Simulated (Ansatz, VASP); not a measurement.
## Cross-check of SiAgW (SiAgW in the AlB2 type) between VASP and Ansatz

Wanted: the spread between two codes on one cell, functional and k mesh. The cell is generated by rule, not measured, and may not be a known phase. The cell is taken from a series of runs on this material, whose earlier steps may have relaxed, scaled, displaced or heated it; both programs get it as it stands.

Calculated with Ansatz 0.2.0; plane waves, with VASP 6.6.1 beside it; relaxation of cell and atoms at PBE and zone-centre phonons at PBE.

The structure was built from a prototype and need not be the compound's stable phase.

**1. Starting point**

Symmetry: P-6m2, No. 187, hexagonal system. Conventional cell: a = 4.401 Å, b = 4.401 Å, c = 2.736 Å, α = 90.00°, β = 90.00°, γ = 120.00°. Nearest to W lie 2 W at 2.74 Å and 6 Si at 2.89 Å and 6 Ag at 2.89 Å. Nearest to Si lie 3 Ag at 2.54 Å and 2 Si at 2.74 Å and 6 W at 2.89 Å. Nearest to Ag lie 3 Si at 2.54 Å and 2 Ag at 2.74 Å and 6 W at 2.89 Å. Farther neighbours are not listed.

Structure file:

```cif
data_structure
_symmetry_space_group_name_H-M 'P 1'
_symmetry_Int_Tables_number 1
_cell_length_a 4.4008
_cell_length_b 4.4008
_cell_length_c 2.7356
_cell_angle_alpha 90.000
_cell_angle_beta 90.000
_cell_angle_gamma 120.000
_cell_volume 45.88
loop_
_atom_site_label
_atom_site_type_symbol
_atom_site_fract_x
_atom_site_fract_y
_atom_site_fract_z
_atom_site_occupancy
W1 W 0.00000 0.00000 0.00000 1
Si2 Si 0.33333 0.66667 0.50000 1
Ag3 Ag 0.66667 0.33333 0.50000 1
```

**2. VASP: relaxation of cell and atoms, PBE, pair 1**

The relaxed volume is the usual yardstick between codes: in a stiff, nearly cubic crystal its relative difference is about their pressure difference at one cell divided by the bulk modulus.

Lines of VASP's logs that name or quote its potential files are left out, and so is its time.

The input, INCAR:

```
SYSTEM = SiAgW
PREC = Accurate
ENCUT = 600
EDIFF = 1E-07
NELM = 120
ISMEAR = 1
SIGMA = 0.2
LREAL = .FALSE.
ALGO = Normal
GGA = PE
NBANDS = 16
LASPH = .TRUE.
LORBIT = 11
LWAVE = .FALSE.
LCHARG = .FALSE.
ISIF = 3
IBRION = 2
NSW = 80
EDIFFG = -0.005
GGA_COMPAT = .FALSE.
NELMIN = 4
KPAR = 2
```

The input, POSCAR:

```
SiAgW
1.0
    4.4008150000      0.0000000000      0.0000000000
   -2.2004070000      3.8112170000      0.0000000000
    0.0000000000      0.0000000000      2.7355780000
W Si Ag
1 1 1
Direct
    0.0000000000      0.0000000000      0.0000000000
    0.3333333333      0.6666666667      0.5000000000
    0.6666666667      0.3333333333      0.5000000000
```

The input, KPOINTS:

```
Automatic mesh
0
Gamma
9 9 9
0 0 0
```

The projector-augmented-wave data sets are W, Si and Ag (PBE family, release 64).

Run with:

```console
> mpirun -np 2 vasp_std
```

Numbers of over 12 decimals in the logs are rounded to 6 here.

What it wrote:

```text
[banner, memory and clock lines left out]
running    2 mpi-ranks, on    1 nodes
 distrk:  each k-point on    1 cores,    2 groups
 distr:  one band on    1 cores,    1 groups

 POSCAR found type information on POSCAR W SiAg
 POSCAR found :  3 types and       3 ions
 LDA part: xc-table for (Slater+PW92), standard interpolation
 POSCAR, INCAR and KPOINTS ok, starting setup
 FFT: planning ... GRIDC
 FFT: planning ... GRID_SOFT
 FFT: planning ... GRID
 WAVECAR not read
 entering main loop
       N       E                     dE             d eps       ncg     rms          rms(c)
DAV:   1     0.974854691735E+02    0.97485E+02   -0.10673E+04  1928   0.132E+03
DAV:   2    -0.182226120633E+02   -0.11571E+03   -0.11202E+03  2368   0.281E+02
DAV:   3    -0.212894017178E+02   -0.30668E+01   -0.30114E+01  2488   0.436E+01
DAV:   4    -0.213131574173E+02   -0.23756E-01   -0.23748E-01  2240   0.424E+00
DAV:   5    -0.213134335062E+02   -0.27609E-03   -0.27604E-03  2608   0.438E-01    0.194E+01
DAV:   6    -0.198387474857E+02    0.14747E+01   -0.67513E+00  2360   0.316E+01    0.112E+01
DAV:   7    -0.197081945677E+02    0.13055E+00   -0.65714E-01  2272   0.100E+01    0.426E+00
DAV:   8    -0.196601511218E+02    0.48043E-01   -0.13093E-01  2136   0.343E+00    0.184E+00
DAV:   9    -0.196549801844E+02    0.51709E-02   -0.16329E-02  2552   0.106E+00    0.355E-01
DAV:  10    -0.196546557523E+02    0.32443E-03   -0.11601E-03  2088   0.284E-01    0.198E-01
DAV:  11    -0.196546210862E+02    0.34666E-04   -0.26097E-04  2336   0.142E-01    0.300E-02
DAV:  12    -0.196546143668E+02    0.67194E-05   -0.22235E-05  2432   0.310E-02    0.151E-02
DAV:  13    -0.196546150761E+02   -0.70923E-06   -0.35789E-06  2312   0.193E-02    0.176E-03
DAV:  14    -0.196546150125E+02    0.63520E-07   -0.16764E-07  1648   0.471E-03
   1 F= -.19654615E+02 E0= -.19653798E+02  d E =-.196546E+02
[...]
2 F= -.19653090E+02 E0= -.19652273E+02  d E =0.152458E-02
[...]
3 F= -.19655555E+02 E0= -.19654737E+02  d E =-.940348E-03
[...]
4 F= -.19655555E+02 E0= -.19654737E+02  d E =-.940077E-03
 curvature:  -0.19 expect dE=-0.678E-05 dE for cont linesearch -0.858E-07
 ZBRENT: accuracy reached
 trial: gam=-0.00228 g(F)=  0.617E-45 g(S)=  0.358E-04 ort = 0.468E-04 (trialstep = 0.875E+00)
 search vector abs. value=  0.356E-04
 bond charge predicted
       N       E                     dE             d eps       ncg     rms          rms(c)
DAV:   1    -0.196556206999E+02   -0.65586E-04   -0.25824E-03  2032   0.388E-01    0.395E-02
DAV:   2    -0.196555834622E+02    0.37238E-04   -0.71924E-05  2400   0.992E-02    0.215E-02
DAV:   3    -0.196555727383E+02    0.10724E-04   -0.11111E-05  2208   0.310E-02    0.835E-03
DAV:   4    -0.196555704436E+02    0.22947E-05   -0.42206E-06  2104   0.163E-02    0.413E-03
DAV:   5    -0.196555703437E+02    0.99923E-07   -0.32251E-07  1992   0.542E-03
   5 F= -.19655570E+02 E0= -.19654758E+02  d E =-.152544E-04
 trial-energy change:   -0.000015  1 .order   -0.000016   -0.000031   -0.000001
 step:   0.8957(harm=  0.8930)  dis= 0.00000  next Energy=   -19.655570 (dE=-0.153E-04)
 reached required accuracy - stopping structural energy minimisation
```

Parts of OUTCAR (step 2):

```text
ion  position               nearest neighbor table
   1  0.000  0.000  0.000-   2 2.89   2 2.89   3 2.89   3 2.89   2 2.89   3 2.89   2 2.89   3 2.89
                             3 2.89   3 2.89   2 2.89   2 2.89
   2  0.333  0.667  0.500-   3 2.54   3 2.54   3 2.54   1 2.89   1 2.89   1 2.89   1 2.89   1 2.89
                             1 2.89
   3  0.667  0.333  0.500-   2 2.54   2 2.54   2 2.54   1 2.89   1 2.89   1 2.89   1 2.89   1 2.89
                             1 2.89

  LATTYP: Found a hexagonal cell.
 ALAT       =     4.4008150000
 C/A-ratio  =     0.6216071341

 Subroutine GETGRP returns: Found 12 space group operations
 (whereof 12 operations were pure point group operations)

The static configuration has the point symmetry D_3h.

 Found     60 irreducible k-points:

   k-points           NKPTS =     60   k-points in BZ     NKDIM =     60   number of bands    NBANDS=     16

   dimension x,y,z NGX =    36 NGY =   36 NGZ =   24
   dimension x,y,z NGXF=    72 NGYF=   72 NGZF=   48

   ENCUT  =  600.0 eV  44.10 Ry    6.64 a.u.   8.79  8.79  5.46*2*pi/ulx,y,z

   NELECT =      21.0000    total number of electrons

 k-points in reciprocal lattice and weights: Automatic mesh
   0.00000000  0.00000000  0.00000000       0.001
   0.11111111 -0.00000000  0.00000000       0.008
   0.22222222 -0.00000000  0.00000000       0.008
   0.33333333 -0.00000000  0.00000000       0.008
   0.44444444 -0.00000000  0.00000000       0.008
   0.11111111  0.11111111  0.00000000       0.008
   0.22222222  0.11111111  0.00000000       0.016
   0.33333333  0.11111111  0.00000000       0.016
   0.44444444  0.11111111  0.00000000       0.008
[...]
0.33333333  0.22222222  0.44444444       0.033
   0.33333333  0.33333333  0.44444444       0.005

 average (electrostatic) potential at core
       1 -36.2602       2 -80.6711       3 -70.8845

 E-fermi :   9.5592

 k-point     1 :       0.0000    0.0000    0.0000
  band No.  band energies     occupation
    ...
      6       4.6668      2.00000
      7       5.7042      2.00000
      8       6.0325      2.00000
      9       6.0325      2.00000
     10       9.4782      1.62716
     11      11.7478     -0.00000
     12      11.7478     -0.00000
     13      11.7652     -0.00000
     14      11.7652     -0.00000
     15      14.8660      0.00000
    ...

 k-point     2 :       0.1111   -0.0000    0.0000
  band No.  band energies     occupation
    ...
      5       4.6611      2.00000
      6       4.6654      2.00000
      7       5.5666      2.00000
      8       5.9958      2.00000
      9       6.0542      2.00000
     10       9.9074     -0.03360
     11      11.0138     -0.00000
     12      11.2843     -0.00000
     13      11.6799     -0.00000
     14      11.7748     -0.00000
    ...

 k-point     3 :       0.2222   -0.0000    0.0000
  band No.  band energies     occupation
    ...
      5       4.6468      2.00000
      6       4.6615      2.00000
      7       5.0031      2.00000
      8       6.0825      2.00000
      9       6.1241      2.00000
     10       9.7269      0.00137
     11      10.3732     -0.00000
     12      11.1140     -0.00000
     13      11.5004     -0.00000
     14      11.7991     -0.00000
    ...

  Total       -0.0011793     -0.0011793     -0.0029392     -0.0000000     -0.0000000      0.0000000
  in kB       -0.0414024     -0.0414024     -0.1031899     -0.0000000     -0.0000000      0.0000000
  external PRESSURE =      -0.0619982 kB  Pullay stress =       0.0000000 kB

  energy-cutoff  :      600.00
  volume of cell :       45.63
      direct lattice vectors                 reciprocal lattice vectors
     4.395524948 -0.000000001 -0.000000000     0.227504112  0.131349551  0.000000000
    -2.197761975  3.806635683  0.000000000     0.000000000  0.262699161  0.000000000
    -0.000000000 -0.000000000  2.727374096     0.000000000 -0.000000000  0.366653039

 POSITION                                       TOTAL-FORCE (eV/Angst)
 -----------------------------------------------------------------------------------
      0.00000      0.00000      0.00000        -0.000000     -0.000000      0.000000
      0.00000      2.53776      1.36369        -0.000000      0.000000      0.000000
      2.19776      1.26888      1.36369         0.000000     -0.000000      0.000000
 -----------------------------------------------------------------------------------
    total drift:                               -0.000001     -0.000001     -0.000000

  FREE ENERGIE OF THE ION-ELECTRON SYSTEM (eV)
  ---------------------------------------------------
  free  energy   TOTEN  =       -19.6555703437 eV

  energy  without entropy=      -19.6531329813  energy(sigma->0) =      -19.65475789

 reached required accuracy - stopping structural energy minimisation

 total charge
# of ion       s       p       d       tot
------------------------------------------
    1        0.543   0.496   4.140   5.179
    2        0.722   0.809   0.000   1.531
    3        0.496   0.576   9.101  10.173
--------------------------------------------------
tot          1.761   1.881  13.241  16.883

[... 3 further parts left out ...]
```

CONTCAR:

```
SiAgW
   1.00000000000000
     4.3955249480597596   -0.0000000006948660   -0.0000000000000000
    -2.1977619752326825    3.8066356830996995    0.0000000000000000
    -0.0000000000000000   -0.0000000000000000    2.7273740963264750
  W               Si              Ag
     1     1     1
Direct
     0.0000000000000000    0.0000000000000000    0.0000000000000000
     0.3333333332999970    0.6666666667000030    0.5000000000000000
     0.6666666667000030    0.3333333332999970    0.5000000000000000
```

The data set W keeps the semicore shell frozen, which is cheaper and a little less accurate.

**3. Ansatz: relaxation of cell and atoms, PBE, pair 1**

Ansatz runs on its PAW soft_1 files.

The same cell, functional, mesh and smearing now go to Ansatz, which takes its cutoff from its data sets.

The input, input.yaml:

```yaml
crystal:
  lattice:
    - [4.4008148453, 0.0, 0.0]
    - [-2.2004074227, 3.8112174534, 0.0]
    - [0.0, 0.0, 2.7355784638]
  atoms:
    - { symbol: W, position: [0.0, 0.0, 0.0] }
    - { symbol: Si, position: [0.3333333333, 0.6666666667, 0.5] }
    - { symbol: Ag, position: [0.6666666667, 0.3333333333, 0.5] }
kpoints:
  mp_grid: { grid: [9, 9, 9] }
hamiltonian:
  xc: pbe
  pseudopotentials: { kind: paw, azcp: { folder: soft_1 } }
scf:
  occupations: { method: methfessel_paxton, width: 0.2 }
output:
  forces: true
  stress: true
  eigenvalues: true
relax:
  adjacent_minimum: "off"
  f_tol: 0.001
  max_steps: 60
  cell: { stress_tol: 0.01 }
```

Run with:

```console
> ansatz run input.yaml --threads 4 --pin off --max-ram 12288MiB --backend cpu --events-out ev --progress --plain --runs-dir out
```

What it wrote:

```text
Engine: ansatz 0.2.0, aarch64-unknown-linux-gnu
Pseudopotentials: kind: paw
Pseudopotential: W, paw, valence charge 14, recommended cutoff 420 eV (normal), soft_1/W.paw.azcp
Pseudopotential: Si, paw, valence charge 4, recommended cutoff 420 eV (normal), soft_1/Si.paw.azcp
Pseudopotential: Ag, paw, valence charge 19, recommended cutoff 420 eV (normal), soft_1/Ag.paw.azcp
Functional definition: PBE
  parameter kappa = 0.804
  parameter beta = 0.066725
  exchange = pbe_x(kappa = kappa, mu = beta*pi^2/3)
  correlation = pbe_c(beta = beta)
Crystal: 3 atoms, lattice volume = 45.882 Å³
Basis set: ecut = 420 eV, 915 PW (Γ), exchange–correlation on 60×60×40 points (8 copies of the dense FFT grid, shifted against one another)
Bands: 23, of which v1, the nominal top of the filled ones, is band 19 counted from 1 (18 counted from 0)
Symmetry: 12 space group operations
Space group: P-6m2 (ITA 187), of the structure as read, at distance tolerance 3.6e-5 Å
k-points: 60 of 729 (time reversal used)
Non-local potential: W, projectors of the file, l = 0: 3, l = 1: 2, l = 2: 2, l = 3: 1
Non-local potential: Si, projectors of the file, l = 0: 2, l = 1: 2, l = 2: 1
Non-local potential: Ag, projectors of the file, l = 0: 3, l = 1: 2, l = 2: 2, l = 3: 1
PAW form: soft (Blöchl's): semilocal exchange-correlation on the pseudo side does not see the compensation charge
PAW one-centre angular grid: W, 590 points (default); XC on 64 Gauss nodes
PAW one-centre angular grid: Si, 110 points (default); XC on 64 Gauss nodes
PAW one-centre angular grid: Ag, 590 points (default); XC on 64 Gauss nodes
Initial density: superposition of atomic densities (chi_scale 0.1, normalization cell, long waves kept (reshape's long-wave potential 0.00 eV rms))
Initial wavefunctions: pseudopotential atomic-orbital guess
Functional: x = pbe(κ = 0.804, μ = 0.219515), c = pbe(β = 0.066725)
SCF iter   1: F=—  HF=-18611.595945 eV  |F-HF|=—  |Δ(HF+E_count)|=         —  Δρ=6.96e-2  dr2=2.84e0  ethr=3.10e-3  ⟨swp⟩=5.0  Hψ=5483  notcnv=0
preconditioner: auto → none  [metal: Δε(μ)=0.007 eV  Ē_g=7.380 eV  σ=0.200 eV  W_gap=0.03  n_scr=8 (ndim 8)  ℏωp=25.1 eV  f_vac=0.000  D(μ)=2.43/eV (n_scr^D=26)  sad-step TF]
SCF iter   2: F=—  HF=-18611.142805 eV  |F-HF|=—  |Δ(HF+E_count)|=   4.53e-1  S|Δr|=    0.00e0  Δρ=4.14e-2  dr2=1.10e0  ethr=3.10e-3  ⟨swp⟩=2.0  Hψ=2097  notcnv=0  defer=2
SCF iter   3: F=—  HF=-18610.848268 eV  |F-HF|=—  |Δ(HF+E_count)|=   2.95e-1  S|Δr|=    0.00e0  Δρ=7.04e-3  dr2=2.19e-2  ethr=2.97e-3  ⟨swp⟩=2.0  Hψ=2192  notcnv=0  defer=2
SCF iter   4: F=—  HF=-18610.843963 eV  |F-HF|=—  |Δ(HF+E_count)|=   4.31e-3  S|Δr|=    0.00e0  Δρ=1.56e-3  dr2=5.93e-4  ethr=5.93e-5  ⟨swp⟩=2.5  Hψ=2830  notcnv=0  defer=2
SCF iter   5: F=—  HF=-18610.844250 eV  |F-HF|=—  |Δ(HF+E_count)|=   2.87e-4  S|Δr|=    0.00e0  Δρ=3.30e-4  dr2=4.01e-5  ethr=1.60e-6  ⟨swp⟩=2.0  Hψ=2255  notcnv=0  defer=2
SCF iter   6: F=—  HF=-18610.844257 eV  |F-HF|=—  |Δ(HF+E_count)|=   7.64e-6  S|Δr|=    0.00e0  Δρ=8.72e-5  dr2=3.62e-6  ethr=1.08e-7  ⟨swp⟩=2.8  Hψ=2559  notcnv=0  defer=2
SCF iter   7: F=-18610.844257 eV  HF=-18610.844257 eV  |F-HF|=5.73e-9  |Δ(HF+E_count)|=   6.41e-7  S|Δr|=    0.00e0  Δρ=6.13e-6  dr2=1.22e-8  ethr=2.70e-10  ⟨swp⟩=3.4  Hψ=5796  notcnv=0
SCF 1 converged in 7 iterations: F = -18610.844257 eV  dr2 = 1.22e-8
  greatest PAW one-centre occupation: 1.002 electrons in one spin orbital (limit 2), on the Ag atom at site 2 (counted from 0), in its partial waves of l = 0
relax step   1: F+E_penalty+E_count = -18610.84425684 eV  Δ(F+E_penalty+E_count) = +0.000e0 eV  max|allowed force component| = 2.159e-17 eV/Å  Δτ_max = 0.0000 Å  P = +0.000 GPa  Ω = 45.882 Å³  (7 SCF iters, dr2 threshold 1.00e-7 eV, accepted)
[...]
relax step   2: F+E_penalty+E_count = -18610.84426618 eV  Δ(F+E_penalty+E_count) = -9.334e-6 eV  max|allowed force component| = 6.014e-17 eV/Å  Δτ_max = 0.0000 Å  P = +0.034 GPa  Ω = 45.877 Å³  energy of the carried Pulay correction = +2.096e-6 eV  (3 SCF iters, dr2 threshold 2.44e-8 eV, accepted)
[...]
relax step   3: F+E_penalty+E_count = -18610.84426068 eV  Δ(F+E_penalty+E_count) = +5.503e-6 eV  max|allowed force component| = 3.547e-17 eV/Å  Δτ_max = 0.0000 Å  P = -0.025 GPa  Ω = 45.891 Å³  energy of the carried Pulay correction = -4.156e-6 eV  (3 SCF iters, dr2 threshold 8.59e-9 eV, accepted)
[...]
relax step   4: F+E_penalty+E_count = -18610.84426405 eV  Δ(F+E_penalty+E_count) = -3.370e-6 eV  max|allowed force component| = 4.472e-17 eV/Å  Δτ_max = 0.0000 Å  P = -0.000 GPa  Ω = 45.885 Å³  energy of the carried Pulay correction = -1.308e-6 eV  (3 SCF iters, dr2 threshold 1.84e-9 eV, accepted)
[...]
relax step   5: F+E_penalty+E_count = -18610.84426078 eV  Δ(F+E_penalty+E_count) = +3.269e-6 eV  max|allowed force component| = 2.467e-17 eV/Å  Δτ_max = 0.0000 Å  P = -0.000 GPa  Ω = 45.885 Å³  stress off target by 3.48e-4 GPa  SCF on the basis re-selected at this cell (its energy is not comparable with the rows above)  (5 SCF iters)
basis re-selected at this cell: Δ(F+E_penalty+E_count) = +3.269e-6 eV, ΔP = +0.000 GPa vs the last step (what re-selecting the basis moved, of the pressure what is left beyond the Pulay correction that the steps carried, after the strain that the cell walked since its last selection, with what the two solves' SCF thresholds leave and, on support functions, any second-order correction that the steps lacked; it is no m [...]
SCF converged after 5 iterations
Stability not checked: this state was not tested for a lower state beside it, because cold or Methfessel-Paxton smearing, or corrected tetrahedra, fill the levels in a way that the test cannot read (fill_not_monotonic; see scf.lower_state_search)
Free energy (F): -18610.844261 eV
Harris-Foulkes:  -18610.844261 eV  (|F-HF|=3.64e-12)
Internal energy: -18610.842001 eV  (E = F + TS)
E sigma→0 (E₀):  -18610.843696 eV
Entropy (-TS):   -0.002260 eV (-0.753 meV/atom)
Fermi energy:    18.011613 eV
--- Per-component energies (eV) ---
  E_band       = -342.242690
  E_kinetic    = 930.608428
  E_local      = -3345.237948  (includes V_loc(G=0)·N_el)
  E_nonlocal   = 26.737048
  E_hartree    = 1593.600570
  E_xc         = -484.100988
  E_vxc        = -481.958672  (∫ρ·V_xc dr)
  E_paw        = -13042.129098  (= ΣΔE_a)
  E_vpaw       = -659.593193  (= ΣTr[D̂ρ^β])
  E_aug_tail   = 0.000567  (compensation charges beyond the density's cutoff)
  E_ewald      = -4290.320580
  E_smearing   = -0.002260  (= −TS)
  E_closure    = 0.000000  (closes the sum)
  Σ components = -18610.844261   (vs F -18610.844261, Δ=0.00e0)
--- Forces (eV/Å), atoms counted from 1 ---
  atom   1  W     -0.00000000    -0.00000000     0.00000000
  atom   2  Si    -0.00000000     0.00000000     0.00000000
  atom   3  Ag    -0.00000000    -0.00000000     0.00000000
  max |Σ_I F_I| component: 1.30e-16 eV/Å
--- Stress (GPa, compression-positive) ---
        0.000075      -0.000000       0.000000
       -0.000000       0.000075      -0.000000
        0.000000      -0.000000      -0.000348
  P = ⅓ Tr σ = -0.0001 GPa (-0.001 kbar)
--- Band table (eV; the first three rows and the last of 60) ---
  k-point 0: bands = [... 15 lower, 14.4929, 14.4929, 17.9031, 20.1708, 20.1708, 20.2120, 20.2120, 23.2984]
  k-point 1: bands = [... 15 lower, 14.8803, 14.8803, 18.0662, 18.7267, 18.7267, 21.6889, 21.6889, 22.1213]
  k-point 2: bands = [... 15 lower, 15.6686, 16.0137, 17.4918, 17.4918, 18.4450, 19.7912, 22.4792, 22.4792]
  k-point 59: bands = [... 15 lower, 15.0762, 15.9388, 16.6235, 18.6945, 19.2312, 19.2348, 20.0729, 22.0661]
--- Relaxed structure (4 steps of the walk, 4 accepted, 1 SCFs on fresh bases) ---
  F+E_penalty+E_count = -18610.84426078 eV   max|allowed force component| = 2.467e-17 eV/Å   (the final SCF, on the basis selected at the relaxed cell)
  cell:  # Å, volume = 45.8849 Å³
    - [4.401769, 2.8873789444086345e-11, 0.0]
    - [-2.200884, 3.812044, 0.0]
    - [0.0, 0.0, 2.734540]
  atoms:
    - { symbol: W, position: [0, 0, 0.0] }
    - { symbol: Si, position: [0.333333, 0.666667, 0.500000] }
    - { symbol: Ag, position: [0.666667, 0.333333, 0.500000] }
```

Reading the cycles: dr2 is the Hartree energy of the density residual (eV), the measure of convergence; HF is the Harris–Foulkes estimate of the energy, which meets the free energy F at convergence.

**4. Comparison**

Known differences besides the potentials themselves: the data sets hold 37 valence electrons in Ansatz (on its PAW soft_1 files) and 21 in VASP; the cutoff is 420 eV in Ansatz and 600 eV in VASP; Ansatz adds a Pulay correction to the stress that steers its cell, VASP none. Total energies have different zeros and are not compared.

Compared:

| quantity | Ansatz | VASP | difference |
| --- | --- | --- | --- |
| volume (Å³) | 45.88 | 45.63 | +0.55 % |
| edge a after relaxation, in the typed setting (Å) | 4.402 | 4.396 | +0.14 % |
| edge c after relaxation, in the typed setting (Å) | 2.735 | 2.727 | +0.26 % |

[end of part 1 of 2]

[Lines on the potential files, build, host, timing and source positions are cut from VASP's logs without a mark.]

[Logs are printed without paths, hosts, clocks, repeated set-up lines and the standing remarks that a program may print on its own settings, such as how far it seeks lower states.]

[Hosts, paths, dates, database ids (printed as entryN), source tags and the programs' standing remarks are cut or masked in the printed files.]
